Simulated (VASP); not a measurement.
Calculation: HSE06 screened hybrid, VASP's PBE PAW potentials (set 64) (plane waves; VASP 6.6.1).

A VASP calculation is set up with these files.

### KPOINTS
```
Automatic mesh
0
Gamma
1 1 1
0 0 0
```

### INCAR
```
! general
SYSTEM   = C65
PREC     = Normal
ENCUT    = 400   ! plane-wave cut-off (eV)
LREAL    = Auto
LASPH    = .TRUE.   ! aspherical one-centre terms
ISYM     = 0

! electronic loop
EDIFF    = 1E-5   ! SCF stop (eV)
NELM     = 50   ! most electronic steps
NELMIN   = 4
ALGO     = Normal

! smearing
ISMEAR   = 0   ! Gaussian
SIGMA    = 0.05

! functional
GGA      = PE   ! PBE
LHFCALC  = .TRUE.
AEXX     = 0.25
HFSCREEN = 0.2   ! 1/Angstrom
PRECFOCK = Fast

! ions
ISIF     = 0

! output
LWAVE    = .FALSE.
LCHARG   = .FALSE.
```

### POSCAR
```
C65
1
    7.1465551590     0.0000000000     0.0000000000
    0.0000000000     7.1465551590     0.0000000000
    0.0000000000     0.0000000000     7.1465551590
C
65
Direct
  0.4994056586   0.9939952410   0.0000195201
  0.6266354519   0.1223427053   0.1198519485
  0.7531231914   0.2488111626   0.9978345878
  0.8745029330   0.3743826242   0.1206843187
  0.7497642679   0.9991860117   0.2466712280
  0.8724640697   0.1250382614   0.3720056054
  0.9991854335   0.9991754580   0.9946391734
  0.1223348768   0.1223337578   0.1215250352
  0.2473268965   0.2469992507   0.0011075761
  0.3744683477   0.3743803188   0.1206984790
  0.5016433093   0.5017289437   0.0011319543
  0.6266367546   0.6264513509   0.1215222117
  0.7497728288   0.7496017298   0.9946344823
  0.8744632454   0.8743975445   0.1206687255
  0.2495498395   0.9940605201   0.2413476434
  0.3754532738   0.1138950726   0.3574702180
  0.5016247940   0.2470459972   0.2402641527
  0.6279797962   0.3768478523   0.3619633321
  0.7530833671   0.4999740701   0.2435334343
  0.8764615745   0.6237390146   0.3719780208
  0.4981253838   0.9987733917   0.4949242901
  0.6194511746   0.1262238421   0.6235573167
  0.7459254039   0.2523446752   0.4970567562
  0.8744514901   0.3743836422   0.6207043672
  0.7491502705   0.9999537551   0.7453786385
  0.8764810820   0.1250303684   0.8693495437
  0.9958930534   0.4999526761   0.9977926334
  0.1223347144   0.6264563409   0.1198240419
  0.2495588010   0.7547562479   0.9999946389
  0.3744721027   0.8743794888   0.1206806326
  0.9958880720   0.2488127310   0.2435426982
  0.1209272132   0.3719605270   0.3619632066
  0.2473156573   0.5017755172   0.2402589155
  0.3734887448   0.6349313058   0.3574134510
  0.4994108829   0.7547333452   0.2413322227
  0.6248555184   0.8748381374   0.3708387656
  0.9997820087   0.0000203867   0.4959315718
  0.1295646504   0.1262930639   0.6178466905
  0.2497047235   0.2353923018   0.4672473612
  0.3746644203   0.3743604595   0.7105205342
  0.4991779978   0.5134561562   0.4672220080
  0.6193892050   0.6224828868   0.6178219268
  0.7491358508   0.7487660148   0.4959132766
  0.8744718611   0.8743492611   0.6206523496
  0.2508367235   0.9987586393   0.7464425364
  0.3734944448   0.1138291014   0.8839564724
  0.4993115693   0.2352758278   0.7742087919
  0.6280453174   0.3719440398   0.8794555147
  0.7459485366   0.4964091407   0.7443546450
  0.8724800600   0.6237219858   0.8693500393
  0.9991584417   0.7495913131   0.2466537962
  0.1240534037   0.8739789619   0.3708405741
  0.0029563364   0.4964035158   0.4970202745
  0.1295568794   0.6224578839   0.6234894446
  0.2508050873   0.7500224802   0.4948540314
  0.3744659563   0.8743718801   0.6206756233
  0.0029995076   0.2523526189   0.7443258873
  0.1209755869   0.3767885118   0.8793857293
  0.2498008299   0.5133401998   0.7741356811
  0.3754642557   0.6348720957   0.8839413646
  0.4980988172   0.7499571379   0.7464192608
  0.6248379159   0.8739170788   0.8704872677
  0.9998153228   0.7487114386   0.7453694511
  0.1240921665   0.8748035175   0.8704850737
  0.3744696483   0.3743922211   0.5309240555
```

POTCAR, in this order: C (PBE.64 set). Program: vasp_gam. Read from the step before: WAVECAR.

Output

OSZICAR:
```
       N       E                     dE             d eps       ncg     rms          rms(c)
DAV:   1    -0.670397045172E+03   -0.67040E+03   -0.84881E+00   326   0.806E+00    0.407E+00
DAV:   2    -0.670423529170E+03   -0.26484E-01   -0.13010E-01   364   0.881E-01    0.245E+00
DAV:   3    -0.670406173149E+03    0.17356E-01   -0.12803E-02   372   0.293E-01    0.134E+00
DAV:   4    -0.670401160901E+03    0.50122E-02   -0.41508E-03   364   0.172E-01    0.706E-01
DAV:   5    -0.670399789340E+03    0.13716E-02   -0.10473E-03   361   0.878E-02    0.376E-01
DAV:   6    -0.670399399678E+03    0.38966E-03   -0.25377E-04   353   0.446E-02    0.202E-01
DAV:   7    -0.670399286270E+03    0.11341E-03   -0.62953E-05   353   0.230E-02    0.109E-01
DAV:   8    -0.670399252868E+03    0.33401E-04   -0.14782E-05   201   0.118E-02    0.607E-02
DAV:   9    -0.670399243297E+03    0.95709E-05   -0.57415E-06   201   0.809E-03
   1 F= -.67039924E+03 E0= -.67039924E+03  d E =-.427962E-11
```

### OUTCAR
```
------------------------ aborting loop because EDIFF is reached ----------------------------------------
  volume of cell :      365.00
      direct lattice vectors                 reciprocal lattice vectors
     7.146555159  0.000000000  0.000000000     0.139927556  0.000000000  0.000000000
     0.000000000  7.146555159  0.000000000     0.000000000  0.139927556  0.000000000
     0.000000000  0.000000000  7.146555159     0.000000000  0.000000000  0.139927556
 POSITION                                       TOTAL-FORCE (eV/Angst)
 -----------------------------------------------------------------------------------
      3.56903      7.10364      0.00014        -0.029874      0.010709      0.002647
      4.47828      0.87433      0.85653        -0.017136      0.008900     -0.012343
      5.38224      1.77814      7.13108        -0.003412      0.009872      0.004290
      6.24968      2.67555      0.86248        -0.000118      0.001213      0.003155
      5.35823      7.14074      1.76285        -0.001748      0.007693     -0.002168
      6.23511      0.89359      2.65856         0.004812      0.005913     -0.007523
      7.14073      7.14066      7.10824         0.001843      0.008629      0.006536
      0.87427      0.87426      0.86849         0.012549      0.010183      0.017827
      1.76754      1.76519      0.00792         0.011440     -0.003040     -0.025373
      2.67616      2.67553      0.86258         0.000807      0.001769      0.002600
      3.58502      3.58563      0.00809        -0.014448      0.006946     -0.026150
      4.47829      4.47697      0.86847        -0.012230     -0.012433      0.014724
      5.35829      5.35707      7.10821        -0.002622     -0.012414      0.005816
      6.24940      6.24893      0.86237         0.001539     -0.001694     -0.003018
      1.78342      7.10411      1.72480         0.033590      0.003884      0.000934
      2.68320      0.81396      2.55468        -0.067624      0.012715     -0.006644
      3.58489      1.76553      1.71706        -0.010441     -0.006242      0.025750
      4.48789      2.69316      2.58679        -0.047251      0.038159      0.020975
      5.38195      3.57309      1.74043        -0.000841     -0.013514     -0.000141
      6.26368      4.45759      2.65836        -0.003150     -0.003642     -0.004383
      3.55988      7.13779      3.53700         0.006707      0.002700     -0.018774
      4.42694      0.90207      4.45629        -0.008449     -0.010842      0.029038
      5.33080      1.80340      3.55224         0.031148     -0.008061     -0.009542
      6.24932      2.67555      4.43590         0.002999     -0.001734     -0.001871
      5.35384      7.14622      5.32689         0.000153      0.007542     -0.000743
      6.26382      0.89354      6.21285        -0.005712     -0.000069      0.009495
      7.11720      3.57294      7.13078        -0.001799     -0.010364      0.005172
      0.87427      4.47700      0.85633         0.012026     -0.013564     -0.010160
      1.78349      5.39391      7.14652         0.029445     -0.008050      0.004398
      2.67619      6.24880      0.86245         0.002385      0.002637      0.004914
      7.11717      1.77815      1.74049        -0.001409      0.012905     -0.000892
      0.86421      2.65824      2.58679         0.051121     -0.043086      0.020016
      1.76745      3.58597      1.71702         0.013804      0.001490      0.022548
      2.66916      4.53757      2.55427         0.069096     -0.016269     -0.003391
      3.56907      5.39374      1.72469        -0.035738     -0.005029      0.001413
      4.46556      6.25208      2.65022        -0.007124     -0.003651     -0.000512
      7.14500      0.00015      3.54420         0.003401      0.003103      0.007735
      0.92594      0.90256      4.41548        -0.005088     -0.014077     -0.031981
      1.78453      1.68224      3.33921         0.081037     -0.025296     -0.102512
      2.67756      2.67539      5.07777        -0.007983      0.002332     -0.688998
      3.56740      3.66944      3.33903        -0.076064      0.012594     -0.098142
      4.42650      4.44861      4.41530        -0.000175      0.014531     -0.027983
      5.35374      5.35110      3.54407        -0.002177     -0.007591      0.008597
      6.24946      6.24859      4.43553         0.003492      0.002924      0.004562
      1.79262      7.13768      5.33449        -0.008030      0.003357      0.016830
      2.66920      0.81349      6.31724         0.073832      0.019060     -0.012167
      3.56836      1.68141      5.53293        -0.086111     -0.013087      0.082176
      4.48836      2.65812      6.28508        -0.051261     -0.043722     -0.027437
      5.33096      3.54762      5.31957         0.031313      0.011106      0.004376
      6.23523      4.45746      6.21286         0.006759     -0.001694      0.007720
      7.14054      5.35700      1.76272         0.002510     -0.007025     -0.002444
      0.88655      6.24594      2.65023         0.011013     -0.003188     -0.003019
      0.02113      3.54758      3.55198        -0.026716      0.008932     -0.005188
      0.92589      4.44843      4.45580         0.001445      0.012866      0.033209
      1.79239      5.36008      3.53650        -0.005879     -0.007027     -0.012512
      2.67614      6.24875      4.43569        -0.000679      0.000977     -0.001017
      0.02144      1.80345      5.31937        -0.031037     -0.012603      0.007318
      0.86456      2.69274      6.28458         0.051649      0.045426     -0.023006
      1.78522      3.66861      5.53240         0.073617      0.028803      0.088408
      2.68328      4.53715      6.31714        -0.069137     -0.014570     -0.012185
      3.55969      5.35961      5.33433         0.007821      0.000527      0.020915
      4.46544      6.24550      6.22099        -0.001855      0.004099      0.003778
      7.14524      5.35071      5.32682        -0.000567     -0.002086     -0.002584
      0.88683      6.25183      6.22097         0.006943      0.000294      0.003309
      2.67617      2.67561      3.79428         0.003590      0.000875      0.693622
 -----------------------------------------------------------------------------------
    total drift:                                0.024179      0.037813      0.163522
  FREE ENERGIE OF THE ION-ELECTRON SYSTEM (eV)
  ---------------------------------------------------
  free  energy   TOTEN  =      -670.3992432974 eV

  energy  without entropy=     -670.3992432974  energy(sigma->0) =     -670.39924330

  exchange ACFDT corr.  =         0.00000000  see jH, gK, PRB 81, 115126
```
(Selected blocks of OUTCAR.)

The supercell is sampled at Γ alone, which is coarse: total energies, pressure and levels can be off, energies of defects by several tenths of an eV.

The cell is a supercell with a defect, built from C (diamond): C_i. The cell's shape comes from a PBE relaxation. The run is not spin-polarised, so no state with unpaired spins was tried.
